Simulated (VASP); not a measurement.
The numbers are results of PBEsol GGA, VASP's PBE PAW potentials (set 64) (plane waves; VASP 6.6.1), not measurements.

A VASP calculation is set up with these files.

### INCAR
```
ALGO = Normal
EDIFF = 1E-6
EDIFFG = -0.02
ENCUT = 400
GGA = PS
IBRION = 2
ISIF = 3
ISMEAR = 1
ISPIN = 2
LASPH = .TRUE.
LCHARG = .FALSE.
LMAXMIX = 4
LORBIT = 10
LREAL = .FALSE.
LWAVE = .FALSE.
MAGMOM = 2.0 2.0 0.0 0.0
NELM = 100
NSW = 60
PREC = Accurate
SIGMA = 0.1
SYSTEM = VGe
```

POSCAR:
```
VGe
1
    3.0917107884    -0.0000000000    -0.0000000000
   -1.5458553942     2.6775000347     0.0000000000
   -0.0000000000    -0.0000000000     6.9273741901
V Ge
2 2
Direct
  0.0000000000   0.0000000000   0.0000000000
  0.0000000000   0.0000000000   0.5000000000
  0.3333330000   0.6666670000   0.2500000000
  0.6666670000   0.3333330000   0.7500000000
```

KPOINTS:
```
Regular mesh
0
Gamma
10 10 4
```

POTCAR, in this order: V_sv Ge_d (PBE.64 set). Program: vasp_std.

Energy and stress use the plane-wave basis of the starting cell.

**Question.** Estimate the energy per atom (σ→0), cell moment, volume per atom, band gap (on the k-mesh).

**Answer.** 
- energy per atom (σ→0): -7.518 eV/atom
- cell moment: 0.00 μB
- band gap (on the k-mesh): none (metal, semimetal or under 0.01 eV)
- volume per atom: 13.99 Å³/atom

OSZICAR:
```
...
       N       E                     dE             d eps       ncg     rms          rms(c)
DAV:   1    -0.300722940063E+02   -0.10667E-02   -0.22518E-02  6480   0.169E+00    0.260E-01
DAV:   2    -0.300715780044E+02    0.71600E-03   -0.41911E-03  6288   0.552E-01    0.122E-01
DAV:   3    -0.300713823823E+02    0.19562E-03   -0.83798E-04  6396   0.236E-01    0.634E-02
DAV:   4    -0.300713070658E+02    0.75317E-04   -0.19323E-04  6552   0.113E-01    0.235E-02
DAV:   5    -0.300713030603E+02    0.40055E-05   -0.21381E-05  6400   0.471E-02    0.479E-03
DAV:   6    -0.300713028450E+02    0.21532E-06   -0.22166E-06  4420   0.120E-02
  11 F= -.30071303E+02 E0= -.30071347E+02  d E =-.757306E-04  mag=     0.0000
```

The structure was generated: VGe was put into the NiAs type (P6_3/mmc), which need not be its known phase. This run relaxes it. Symmetry was kept, so distortions that lower it aren't found. The start is the result of an earlier pass.
